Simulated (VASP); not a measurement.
The system is Fe2O3 (Hematite).

```
CELL_PARAMETERS angstrom
2.51900 1.45435 4.59067
-2.51900 1.45435 4.59067
0.00000 -2.90869 4.59067
ATOMIC_POSITIONS crystal
Fe 0.35530 0.35530 0.35530
Fe 0.14470 0.14470 0.14470
Fe 0.64470 0.64470 0.64470
Fe 0.85530 0.85530 0.85530
O 0.55590 0.94410 0.25000
O 0.25000 0.55590 0.94410
O 0.94410 0.25000 0.55590
O 0.44410 0.05590 0.75000
O 0.75000 0.44410 0.05590
O 0.05590 0.75000 0.44410
```

- Program: VASP 6.6.1
- Task: relaxation of cell and atoms
- Functional: PBE
- Potentials or basis: VASP PAW PBE potentials, release 64 (Fe, O)
- Cutoff: 600 eV
- k mesh: 9 × 9 × 7
- Occupations: gaussian, width 0.03 eV
- Spin: collinear spin, ferromagnetic start
- Starting moments: [5.0, 5.0, 5.0, 5.0, 0.0, 0.0, 0.0, 0.0, 0.0, 0.0] μB
- Hubbard terms: Fe d U = 4.0 eV

At the start: pressure 8.8 GPa; volume 10.09 Å³/atom.

Problem. How do energy, volume and symmetry change on relaxing?

Solution. Over 10 steps the energy falls by 13.5 meV/atom and the volume is 10.52 Å³/atom (+4.2 %); space group R-3c (No. 167, to 0.05 Å); moment 20.00 μB per cell.

Step by step:
```csv
step,energy change (eV),largest force (eV/Å),pressure (GPa),volume (Å³)
1,0.0000,0.3199,8.77,100.91
2,-0.0475,0.0596,-6.61,109.18
3,-0.1294,0.1523,-0.38,105.38
4,-0.1294,0.1548,-0.19,105.29
5,-0.1339,0.0679,0.04,105.11
6,-0.1345,0.0214,0.23,105.02
7,-0.1347,0.0085,-0.16,105.24
8,-0.1347,0.0118,-0.04,105.18
9,-0.1347,0.0113,-0.09,105.19
10,-0.1348,0.0044,-0.07,105.18
```

Final structure:
```
CELL_PARAMETERS angstrom
2.56264 1.47954 4.62366
-2.56264 1.47954 4.62366
0.00000 -2.95908 4.62366
ATOMIC_POSITIONS crystal
Fe 0.35379 0.35379 0.35379
Fe 0.14621 0.14621 0.14621
Fe 0.64621 0.64621 0.64621
Fe 0.85379 0.85379 0.85379
O 0.55446 0.94554 0.25000
O 0.25000 0.55446 0.94554
O 0.94554 0.25000 0.55446
O 0.44554 0.05446 0.75000
O 0.75000 0.44554 0.05446
O 0.05446 0.75000 0.44554
```

Caveat: only a ferromagnetic start was run, and an antiferromagnetic order may lie lower in energy.
